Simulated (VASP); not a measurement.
Output of a VASP run:

### OSZICAR
```
       N       E                     dE             d eps       ncg     rms          rms(c)
DAV:   1     0.881086554300E+02    0.88109E+02   -0.73176E+03   424   0.966E+02
DAV:   2    -0.169454620768E+01   -0.89803E+02   -0.87145E+02   481   0.257E+02
DAV:   3    -0.496836584788E+01   -0.32738E+01   -0.32676E+01   506   0.526E+01
DAV:   4    -0.499914755043E+01   -0.30782E-01   -0.30778E-01   614   0.430E+00
DAV:   5    -0.499921950070E+01   -0.71950E-04   -0.71950E-04   481   0.197E-01    0.587E+00
DAV:   6    -0.478241200760E+01    0.21681E+00   -0.45826E-01   476   0.897E+00    0.472E+00
DAV:   7    -0.476639459144E+01    0.16017E-01   -0.12411E-01   466   0.260E+00    0.178E+00
DAV:   8    -0.476708971941E+01   -0.69513E-03   -0.11282E-02   436   0.148E+00    0.519E-01
DAV:   9    -0.476740483959E+01   -0.31512E-03   -0.97814E-04   484   0.371E-01    0.124E-01
DAV:  10    -0.476747391893E+01   -0.69079E-04   -0.13240E-04   451   0.117E-01    0.534E-02
DAV:  11    -0.476751555469E+01   -0.41636E-04   -0.81456E-05   434   0.690E-02    0.337E-02
DAV:  12    -0.476751441845E+01    0.11362E-05   -0.32886E-06   486   0.187E-02    0.201E-02
DAV:  13    -0.476751417245E+01    0.24600E-06   -0.79982E-07   308   0.506E-03
   1 F= -.47675142E+01 E0= -.47675142E+01  d E =-.120455E-13
```

File OUTCAR:
```
------------------------ aborting loop because EDIFF is reached ----------------------------------------
  FORCE on cell =-STRESS in cart. coord.  units (eV):
  Direction    XX          YY          ZZ          XY          YZ          ZX
  --------------------------------------------------------------------------------------
  Total        1.0312344      1.0312344      1.0312344     -0.0000000      0.0000000      0.0000000
  in kB       24.2886268     24.2886268     24.2886268     -0.0000000      0.0000000      0.0000000
  external PRESSURE =      24.2886268 kB  Pullay stress =       0.0000000 kB
  volume of cell :       68.02
      direct lattice vectors                 reciprocal lattice vectors
     0.000000000  3.240000000  3.240000000    -0.154320988  0.154320988  0.154320988
     3.240000000  0.000000000  3.240000000     0.154320988 -0.154320988  0.154320988
     3.240000000  3.240000000  0.000000000     0.154320988  0.154320988 -0.154320988
  FREE ENERGIE OF THE ION-ELECTRON SYSTEM (eV)
  ---------------------------------------------------
  free  energy   TOTEN  =        -4.7675141725 eV

  energy  without entropy=       -4.7675141725  energy(sigma->0) =       -4.76751417
```
(Selected blocks of OUTCAR.)

**POSCAR**
```
CdTe
1
    0.0000000000     3.2400000000     3.2400000000
    3.2400000000     0.0000000000     3.2400000000
    3.2400000000     3.2400000000     0.0000000000
Cd Te
1 1
Direct
  0.0000000000   0.0000000000   0.0000000000
  0.2500000000   0.2500000000   0.2500000000
```

Task: Write an INCAR and KPOINTS that could have produced this output.

Result: This is not unique; one that fits is the input of the run itself, PBE GGA, plane waves, VASP's PBE PAW potentials (set 64).

### INCAR
```
# general
SYSTEM  = CdTe
PREC    = Accurate
ENCUT   = 400
LREAL   = .FALSE.
LASPH   = .TRUE.

# electronic loop
EDIFF   = 1E-6
NELM    = 100
ALGO    = Normal
LMAXMIX = 4

# smearing
ISMEAR  = 0
SIGMA   = 0.05

# functional
GGA     = PE

# ions
ISIF    = 2

# output
LWAVE   = .FALSE.
LCHARG  = .FALSE.
```

File KPOINTS:
```
Automatic mesh
0
Gamma
6 6 6
0 0 0
```

POTCAR, in this order: Cd Te (PBE.64 set). Program: vasp_std.

The compound is CdTe in the zinc blende structure. The cell was not relaxed at this level.
